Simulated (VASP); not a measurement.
# BiBrF3 (Pm-3m) in VASP: notebook, part 2 of 3

VASP 6.6.1. The steps go on from the part before.

## (3) Relaxation of cell and atoms, PBE (species swapped into the La3AlN type (Pm-3m, No. 221))

INCAR reads:

```
PREC = Accurate
ENCUT = 600
EDIFF = 1E-7
ISMEAR = 0
SIGMA = 0.1
LREAL = F
LASPH = T
NELM = 100
ALGO = Fast
ISIF = 3
LWAVE = F
LCHARG = F
GGA = PE
IBRION = 2
NSW = 100
EDIFFG = -0.01
```

KPOINTS reads:

```
Automatic mesh
0
Gamma
  8 8 8
```

POSCAR reads:

```
BiBrF3
1.0
    4.6219002642      0.0000000000      0.0000000000
    0.0000000000      4.6219002642      0.0000000000
    0.0000000000      0.0000000000      4.6219002642
Bi Br F
1 1 3
Direct
    0.0000000000      0.0000000000      0.0000000000
    0.5000000000      0.5000000000      0.5000000000
    0.5000000000      0.5000000000      0.0000000000
    0.0000000000      0.5000000000      0.5000000000
    0.5000000000      0.0000000000      0.5000000000
```

Potentials or basis: VASP PAW PBE potentials, release 64 (Bi_d, Br, F).

Command:

```console
$ cat potpaw_PBE.64/Bi_d/POTCAR potpaw_PBE.64/Br/POTCAR potpaw_PBE.64/F/POTCAR > POTCAR
$ mpirun -np 1 vasp_std > vasp.out
```

OUTCAR:

```text
PREC = Accurate
   ENCUT = 600
   EDIFF = 1E-7
   ISMEAR = 0
   LREAL = F
   LASPH = T
   NELM = 100
   ISIF = 3
   GGA = PE
   IBRION = 2
   NSW = 100
   EDIFFG = -0.01

 ion  position               nearest neighbor table
   1  0.000  0.000  0.000-
   2  0.500  0.500  0.500-   3 2.31   4 2.31   5 2.31   3 2.31   5 2.31   4 2.31
   3  0.500  0.500  0.000-   2 2.31   2 2.31
   4  0.000  0.500  0.500-   2 2.31   2 2.31
   5  0.500  0.000  0.500-   2 2.31   2 2.31

  LATTYP: Found a simple cubic cell.
 ALAT       =     4.6219002642

  Lattice vectors:

 A1 = (   4.6219002642,   0.0000000000,   0.0000000000)
 A2 = (   0.0000000000,   4.6219002642,   0.0000000000)
 A3 = (   0.0000000000,   0.0000000000,   4.6219002642)

Analysis of symmetry for initial positions (statically):
=====================================================================
 Subroutine PRICEL returns:
 Original cell was already a primitive cell.

 Routine SETGRP: Setting up the symmetry group for a
 simple cubic supercell.

[... 227 lines left out ...]

 val. band max:        3.0755523248   @ k =   0.5000   0.2500   0.0000
 cond. band min:       3.0904033868   @ k =   0.3750   0.2500   0.0000
 fundamental gap:      0.0148510620
 Fermi energy:         3.0902571736

 k-point     1 :       0.0000    0.0000    0.0000
  band No.  band energies     occupation
      1     -21.1999      2.00000
      2     -21.1999      2.00000
      3     -21.1880      2.00000
      4     -21.1880      2.00000
      5     -21.1880      2.00000
      6     -20.0433      2.00000
[... 661 lines left out ...]
     24       3.4808      0.00000
     25       3.5593      0.00000

 [... further k-points ...]

------------------------ aborting loop because EDIFF is reached ----------------------------------------

  FORCE on cell =-STRESS in cart. coord.  units (eV):
  Direction    XX          YY          ZZ          XY          YZ          ZX
  --------------------------------------------------------------------------------------
  -------------------------------------------------------------------------------------
  Total       -0.0396701     -0.0396701     -0.0396701     -0.0000000      0.0000000      0.0000000
  in kB       -0.6493490     -0.6493490     -0.6493490     -0.0000000      0.0000000      0.0000000
  external PRESSURE =      -0.6493490 kB  Pullay stress =       0.0000000 kB

 VOLUME and BASIS-vectors are now :
 -----------------------------------------------------------------------------
  energy-cutoff  :      600.00
  volume of cell :       97.88
      direct lattice vectors                 reciprocal lattice vectors
     4.608558368  0.000000000  0.000000000     0.216987596 -0.000000000  0.000000000
     0.000000000  4.608558368  0.000000000    -0.000000000  0.216987596  0.000000000
    -0.000000000 -0.000000000  4.608558368    -0.000000000 -0.000000000  0.216987596

 POSITION                                       TOTAL-FORCE (eV/Angst)
 -----------------------------------------------------------------------------------
      0.00000      0.00000      0.00000        -0.000000      0.000000      0.000000
      2.30428      2.30428      2.30428        -0.000000     -0.000000      0.000000
      2.30428      2.30428      0.00000         0.000000      0.000000      0.000000
     -0.00000      2.30428      2.30428         0.000000      0.000000     -0.000000
      2.30428     -0.00000      2.30428        -0.000000     -0.000000      0.000000
 -----------------------------------------------------------------------------------
    total drift:                                0.000000      0.000000     -0.000000

  FREE ENERGIE OF THE ION-ELECTRON SYSTEM (eV)
  ---------------------------------------------------
  free  energy   TOTEN  =       -12.6759098319 eV

  energy  without entropy=      -12.6499416074  energy(sigma->0) =      -12.66292572

 reached required accuracy - stopping structural energy minimisation
```

OSZICAR:

```text
N       E                     dE             d eps       ncg     rms          rms(c)
DAV:   1     0.499651340643E+03    0.49965E+03   -0.24183E+04  1750   0.196E+03
[... 23 lines left out ...]
RMM:   5    -0.126759028234E+02    0.14378E-03   -0.18757E-03  2260   0.365E-01    0.730E-02
RMM:   6    -0.126759095353E+02   -0.67119E-05   -0.27621E-04  2319   0.145E-01    0.558E-02
RMM:   7    -0.126759139887E+02   -0.44534E-05   -0.37281E-05  2023   0.579E-02    0.345E-02
RMM:   8    -0.126759103637E+02    0.36249E-05   -0.24881E-05  1837   0.386E-02    0.990E-03
RMM:   9    -0.126759101642E+02    0.19953E-06   -0.57862E-06  2313   0.219E-02    0.519E-03
RMM:  10    -0.126759098255E+02    0.33868E-06   -0.26961E-06  1906   0.165E-02    0.125E-03
RMM:  11    -0.126759098319E+02   -0.63646E-08   -0.57853E-07  1711   0.771E-03
   2 F= -.12675910E+02 E0= -.12662926E+02  d E =-.149682E-02
```

CONTCAR:

```text
BiBrF3
   1.00000000000000
     4.6085583681624085    0.0000000000000000    0.0000000000000000
     0.0000000000000000    4.6085583681624085    0.0000000000000000
    -0.0000000000000000   -0.0000000000000000    4.6085583681624085
  Bi              Br              F
     1     1     3
Direct
     0.0000000000000000    0.0000000000000000    0.0000000000000000
     0.5000000000000000    0.5000000000000000    0.5000000000000000
     0.5000000000000000    0.5000000000000000    0.0000000000000000
     0.0000000000000000    0.5000000000000000    0.5000000000000000
     0.5000000000000000    0.0000000000000000    0.5000000000000000

  0.00000000E+00  0.00000000E+00  0.00000000E+00
  0.00000000E+00  0.00000000E+00  0.00000000E+00
  0.00000000E+00  0.00000000E+00  0.00000000E+00
  0.00000000E+00  0.00000000E+00  0.00000000E+00
  0.00000000E+00  0.00000000E+00  0.00000000E+00
```

It took 84 s on 1 thread of Intel Xeon 6975P-C (Granite Rapids), shared host; peak memory 0.31 GiB.

Results:

```yaml
Free_energy: -12.6759 eV
Relaxed_volume: 19.58 Å³/atom
Relaxed_cell: a = 4.609 Å, b = 4.609 Å, c = 4.609 Å, α = 90.00°, β = 90.00°, γ = 90.00°
Space_group_after_relaxing_to_0.05_Å: Pm-3m (No. 221)
Energy_gained_by_relaxing: 0.3 meV/atom
Ionic_steps: 2
Pressure_after_relaxing: -0.1 GPa
Band_gap_on_the_k_mesh: none (metal or under the smearing width)
```

The path:
```csv
step,energy change (eV),largest force (eV/Å),pressure (GPa),volume (Å³)
1,0.0000,0.0000,-0.49,98.73
2,-0.0015,0.0000,-0.06,97.88
```

Final structure:
```xyz
5
Lattice="4.6086 0.0000 0.0000 0.0000 4.6086 0.0000 0.0000 0.0000 4.6086" Properties=species:S:1:pos:R:3 pbc="T T T"
Bi    0.0000    0.0000    0.0000
Br    2.3043    2.3043    2.3043
F     2.3043    2.3043    0.0000
F     0.0000    2.3043    2.3043
F     2.3043    0.0000    2.3043
```

Levels at points of the mesh, in eV from the Fermi level:
```
           k point  band 19  band 20  band 21  band 22  band 23  band 24  band 25
(0.00, 0.00, 0.00)    -3.95     0.81     0.81     0.81     1.18     1.18     1.18
(0.50, 0.00, 0.00)    -3.96    -1.57    -1.06     0.59     0.59     0.92     0.92
(0.50, 0.50, 0.00)    -3.63    -1.95    -1.95    -0.06    -0.06     0.34     0.77
(0.50, 0.50, 0.50)    -3.24    -2.44    -2.44    -2.44     0.39     0.39     0.39
```

Caveat: spin-orbit coupling is left out, which moves the levels of the heavy elements; an odd number of electrons without spin polarisation forces a metal; a magnetic or distorted state may lie lower.

[end of part 2 of 3]
